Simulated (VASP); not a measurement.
# ZnCd3Se3S (P3m1) in VASP: further runs, part 2 of 2

VASP 6.6.1.

**3. Relaxation of cell and atoms, PBE**

Input file INCAR:

```
SYSTEM = ZnCd3Se3S
PREC = Accurate ; ENCUT = 520
EDIFF = 1E-7 ; ISMEAR = 0
SIGMA = 0.1 ; LREAL = .False.
LASPH = .True. ; NELM = 120
ALGO = Normal ; ISIF = 3
LWAVE = .False. ; LCHARG = .False.
GGA = PE ; IBRION = 2
NSW = 60 ; EDIFFG = -0.005
POTIM = 0.3 ; KPAR = 4
```

Input file KPOINTS:

```
regular mesh
0
Gamma
  8 8 2
  0 0 0
```

Input file POSCAR:

```
ZnCd3Se3S                               
1.0
    4.2458221290     -0.0000000000     -0.0000000000
   -2.1229110645      3.6769898235     -0.0000000000
   -0.0000000000     -0.0000000000     14.0386579775
  Zn              Cd              Se              S             
     1     3     3     1
Direct
     0.0000000000000000    0.0000000000000000    0.9936919803799382
     0.6666666699999979    0.3333333300000021    0.5037559770098748
     0.3333333300000021    0.6666666699999979    0.7662704694283891
     0.3333333300000021    0.6666666699999979    0.2413668345516047
     0.6666666699999979    0.3333333300000021    0.6939544139696597
     0.0000000000000000    0.0000000000000000    0.1702705193394817
     0.3333333300000021    0.6666666699999979    0.4315517022208850
     0.3333333300000021    0.6666666699999979    0.9491381031001670
```

Potentials or basis: VASP PAW PBE potentials, release 64 (Zn, Cd, Se, S).

Command:

```bash
$ cat potpaw_PBE.64/Zn/POTCAR potpaw_PBE.64/Cd/POTCAR potpaw_PBE.64/Se/POTCAR potpaw_PBE.64/S/POTCAR > POTCAR
$ mpirun -np 4 vasp_std > vasp.out
```

OUTCAR:

```text
SYSTEM = ZnCd3Se3S
   PREC = Accurate
   ENCUT = 520
   EDIFF = 1E-7
   ISMEAR = 0
   LREAL = .False.
   LASPH = .True.
   NELM = 120
   ISIF = 3
   GGA = PE
   IBRION = 2
   NSW = 60
   EDIFFG = -0.005
   POTIM = 0.3

 ion  position               nearest neighbor table
   1  0.000  0.000  0.994-   6 2.48   8 2.53   8 2.53   8 2.53
   2  0.667  0.333  0.504-   7 2.65   7 2.65   7 2.65   5 2.67
   3  0.333  0.667  0.766-   8 2.57   5 2.65   5 2.65   5 2.65
   4  0.333  0.667  0.241-   6 2.65   6 2.65   6 2.65   7 2.67
   5  0.667  0.333  0.694-   3 2.65   3 2.65   3 2.65   2 2.67
   6  0.000  0.000  0.170-   1 2.48   4 2.65   4 2.65   4 2.65
   7  0.333  0.667  0.432-   2 2.65   2 2.65   2 2.65   4 2.67
   8  0.333  0.667  0.949-   1 2.53   1 2.53   1 2.53   3 2.57

  LATTYP: Found a hexagonal cell.
 ALAT       =     4.2458221290
 C/A-ratio  =     3.3064639900

  Lattice vectors:

 A1 = (   4.2458221290,   0.0000000000,   0.0000000000)
 A2 = (  -2.1229110645,   3.6769898235,   0.0000000000)
 A3 = (   0.0000000000,   0.0000000000,  14.0386579775)

Analysis of symmetry for initial positions (statically):
=====================================================================
 Subroutine PRICEL returns:
 Original cell was already a primitive cell.

 Routine SETGRP: Setting up the symmetry group for a
 hexagonal supercell.

 Subroutine GETGRP returns: Found  6 space group operations
 (whereof  6 operations were pure point group operations)
 out of a pool of 24 trial point group operations.

The static configuration has the point symmetry C_3v.

Analysis of symmetry for dynamics (positions and initial velocities):
=====================================================================
 Subroutine PRICEL returns:
 Original cell was already a primitive cell.

 Routine SETGRP: Setting up the symmetry group for a
 hexagonal supercell.

 Subroutine GETGRP returns: Found  6 space group operations
 (whereof  6 operations were pure point group operations)
 out of a pool of 24 trial point group operations.

The dynamic configuration has the point symmetry C_3v.

 Subroutine INISYM returns: Found  6 space group operations
 (whereof  6 operations are pure point group operations),
 and found     1 'primitive' translations

----------------------------------------------------------------------------------------

                                     Primitive cell

  volume of cell :     219.1693

  direct lattice vectors                    reciprocal lattice vectors
     4.245822129  0.000000000  0.000000000     0.235525646  0.135980795  0.000000000
    -2.122911064  3.676989824  0.000000000     0.000000000  0.271961590  0.000000000
     0.000000000  0.000000000 14.038657977     0.000000000  0.000000000  0.071231880

  length of vectors
     4.245822129  4.245822129 14.038657977     0.271961590  0.271961590  0.071231880

  position of ions in fractional coordinates (direct lattice)
     0.000000000  0.000000000  0.993691980
     0.666666670  0.333333330  0.503755977
     0.333333330  0.666666670  0.766270469
     0.333333330  0.666666670  0.241366835
     0.666666670  0.333333330  0.693954414
     0.000000000  0.000000000  0.170270519
     0.333333330  0.666666670  0.431551702
     0.333333330  0.666666670  0.949138103

  ion indices of the primitive-cell ions
   primitive index   ion index
                 1           1
                 2           2
                 3           3
                 4           4
                 5           5
                 6           6
                 7           7
                 8           8

----------------------------------------------------------------------------------------

 KPOINTS: regular mesh

Automatic generation of k-mesh.
 Grid dimensions read from file:
 generate k-points for:    8    8    2

 Generating k-lattice:

  Cartesian coordinates                     Fractional coordinates (reciprocal lattice)
     0.029440706  0.016997599  0.000000000     0.125000000  0.000000000  0.000000000
     0.000000000  0.033995199  0.000000000     0.000000000  0.125000000  0.000000000
     0.000000000  0.000000000  0.035615940     0.000000000  0.000000000  0.500000000

  Length of vectors
     0.033995199  0.033995199  0.035615940

  Shift w.r.t. Gamma in fractional coordinates (k-lattice)
     0.000000000  0.000000000  0.000000000

 Subroutine IBZKPT returns following result:
 ===========================================

 Found     20 irreducible k-points:

 Following reciprocal coordinates:
            Coordinates               Weight
  0.000000  0.000000  0.000000      1.000000
  0.125000  0.000000  0.000000      6.000000
  0.250000  0.000000  0.000000      6.000000
  0.375000  0.000000  0.000000      6.000000
  0.500000  0.000000  0.000000      3.000000
  0.125000  0.125000  0.000000      6.000000
[... 12 lines left out ...]
  0.250000  0.250000  0.500000      6.000000
  0.375000  0.250000  0.500000      6.000000
   k-points           NKPTS =     20   k-points in BZ     NKDIM =     20   number of bands    NBANDS=     43
   number of dos      NEDOS =    301   number of ions     NIONS =      8
   total plane-waves  NPLWV = 110592
   dimension x,y,z NGX =    32 NGY =   32 NGZ =  108
   dimension x,y,z NGXF=    64 NGYF=   64 NGZF=  216
   ions per type =               1   3   3   1
   NGX,Y,Z   is equivalent  to a cutoff of  12.53, 12.53, 12.79 a.u.
   NGXF,Y,Z  is equivalent  to a cutoff of  25.06, 25.06, 25.58 a.u.
 SYSTEM =  ZnCd3Se3S
   PREC   = accura    normal or accurate (medium, high low for compatibility)
   ISTART =      0    job   : 0-new  1-cont  2-samecut
   ICHARG =      2    charge: 1-file 2-atom 10-const
   ISPIN  =      1    spin polarized calculation?
   LNONCOLLINEAR =      F non collinear calculations
   LSORBIT =      F    spin-orbit coupling
   LASPH  =      T    aspherical Exc in radial PAW
   ENCUT  =  520.0 eV  38.22 Ry    6.18 a.u.   7.89  7.89 26.10*2*pi/ulx,y,z
   NELM   =    120;   NELMIN=  2; NELMDL= -5     # of ELM steps
   EDIFF  = 0.1E-06   stopping-criterion for ELM
   LREAL  =      F    real-space projection
   EDIFFG = -.5E-02   stopping-criterion for IOM
   NSW    =     60    number of steps for IOM
   IBRION =      2    ionic relax: 0-MD 1-quasi-New 2-CG
   NFREE  =      1    steps in history (QN), initial steepest desc. (CG)
   ISIF   =      3    stress and relaxation
   ISYM   =      2    0-nonsym 1-usesym 2-fastsym
   POTIM  = 0.3000    time-step for ionic-motion
   TEBEG  =    0.0;   TEEND  =   0.0 temperature during run
   PSTRESS=    0.0 pullay stress
   NELECT =      72.0000    total number of electrons
   NUPDOWN=      -1.0000    fix difference up-down
   EMIN   =  10.00;   EMAX   =-10.00  energy-range for DOS
   EFERMI =   0.00;   METHOD = LEGACY
   ISMEAR =     0;   SIGMA  =   0.10  broadening in eV -4-tet -1-fermi 0-gaus
   EFERMI_NEDOS =   21; number of points for ismear=-14 and -15
   IALGO  =     38    algorithm
   IMIX   =      4    mixing-type and parameters
     AMIX     =   0.40;   BMIX     =  1.00
     AMIX_MAG =   1.60;   BMIX_MAG =  1.00
  volume/ion in A,a.u.               =      27.40       184.88
  Fermi-wavevector in a.u.,A,eV,Ry     =   1.129603  2.134640 17.361065  1.276002
  Thomas-Fermi vector in A             =   2.266297
   LORBIT       =      0    0 simple, 1 ext, 2 COOP (PROOUT), +10 PAW based schemes
   GGA     = PE    functional components
   LHFCALC =     F    Hartree Fock is set to
   AEXX    =    0.0000 exact exchange contribution
   IVDW    =     0    specifies the selected vdW correction
   LEPSILON=     F    determine dielectric tensor
   LRPA    =     F    only Hartree local field effects (RPA)
 conjugate gradient relaxation of ions
 non-spin polarized calculation
 Gauss-broadening in eV      SIGMA  =   0.10
  energy-cutoff  :      520.00
  volume of cell :      219.17
 maximum number of plane-waves:      5922
 NGX is ok and might be reduce to    32
   NGX = 15   NGY = 15   NGZ = 53

--------------------------------------- Ionic step        1  -------------------------------------------

 number of electron      72.0000002 magnetization

 Free energy of the ion-electron system (eV)
  ---------------------------------------------------
  ext. energy  EPLUGINS =         0.00000000
  ---------------------------------------------------
  free energy    TOTEN  =       -22.87833391 eV

  energy without entropy =      -22.87833080  energy(sigma->0) =      -22.87833235

------------------------ aborting loop because EDIFF is reached ----------------------------------------

  FORCE on cell =-STRESS in cart. coord.  units (eV):
  Direction    XX          YY          ZZ          XY          YZ          ZX
  --------------------------------------------------------------------------------------
  -------------------------------------------------------------------------------------
  Total       -0.0000624     -0.0000624      0.0270763     -0.0000000     -0.0000000      0.0000000
  in kB       -0.0004558     -0.0004558      0.1979342     -0.0000000     -0.0000000      0.0000000
  external PRESSURE =       0.0656742 kB  Pullay stress =       0.0000000 kB
[... 71 lines left out ...]
--------------------------------------- Ionic step        3  -------------------------------------------

 number of electron      72.0000002 magnetization

 Free energy of the ion-electron system (eV)
  ---------------------------------------------------
  ext. energy  EPLUGINS =         0.00000000
  ---------------------------------------------------
  free energy    TOTEN  =       -22.87834381 eV

  energy without entropy =      -22.87834059  energy(sigma->0) =      -22.87834220

 E-fermi :   1.1683     XC(G=0):  -8.8058

 val. band max:        0.9161822426   @ k =   0.0000   0.0000   0.0000
 cond. band min:       1.4058826037   @ k =   0.0000   0.0000   0.0000
 fundamental gap:      0.4897003611
 Fermi energy:         1.1682994337

 k-point     1 :       0.0000    0.0000    0.0000
  band No.  band energies     occupation
      1     -11.6522      2.00000
      2     -11.4471      2.00000
      3     -11.3738      2.00000
      4     -11.1612      2.00000
      5      -6.9561      2.00000
      6      -6.9561      2.00000
[... 944 lines left out ...]
  FREE ENERGIE OF THE ION-ELECTRON SYSTEM (eV)
  ---------------------------------------------------
  free  energy   TOTEN  =       -22.8783438100 eV

  energy  without entropy=      -22.8783405900  energy(sigma->0) =      -22.87834220

 reached required accuracy - stopping structural energy minimisation
```

It took 3 min on 4 MPI ranks of Intel Xeon Platinum 8488C (Sapphire Rapids), shared host; peak memory 0.46 GiB.

Results:

```yaml
Free_energy: -22.8783 eV
Relaxed_volume: 27.40 Å³/atom
Relaxed_cell: a = 4.246 Å, b = 4.246 Å, c = 14.043 Å, α = 90.00°, β = 90.00°, γ = 120.00°
Space_group_after_relaxing_to_0.05_Å: P3m1 (No. 156)
Energy_gained_by_relaxing: 0.0 meV/atom
Ionic_steps: 3
Pressure_after_relaxing: 0.0 GPa
Largest_force_after_relaxing: 0.004 eV/Å
Band_gap_on_the_k_mesh: 0.49 eV, direct
```

Forces on the atoms (eV/Å):
```
Zn   0.000  0.000  0.001
Cd   0.000  0.000  0.001
Cd   0.000  0.000  0.002
Cd   0.000  0.000  0.004
Se   0.000  0.000 -0.003
Se   0.000  0.000 -0.002
Se   0.000  0.000  0.000
S    0.000  0.000 -0.004
```

Final structure:
```yaml
crystal:
  lattice:
    - [4.24582, 0.00000, 0.00000]
    - [-2.12291, 3.67699, 0.00000]
    - [0.00000, 0.00000, 14.04285]
  atoms:
    - { symbol: Zn, position: [0.00000, 0.00000, 0.99366] }
    - { symbol: Cd, position: [0.66667, 0.33333, 0.50375] }
    - { symbol: Cd, position: [0.33333, 0.66667, 0.76627] }
    - { symbol: Cd, position: [0.33333, 0.66667, 0.24143] }
    - { symbol: Se, position: [0.66667, 0.33333, 0.69396] }
    - { symbol: Se, position: [0.00000, 0.00000, 0.17027] }
    - { symbol: Se, position: [0.33333, 0.66667, 0.43153] }
    - { symbol: S, position: [0.33333, 0.66667, 0.94913] }
```

PBE gaps usually lie below the measured ones, often by a third to a half.
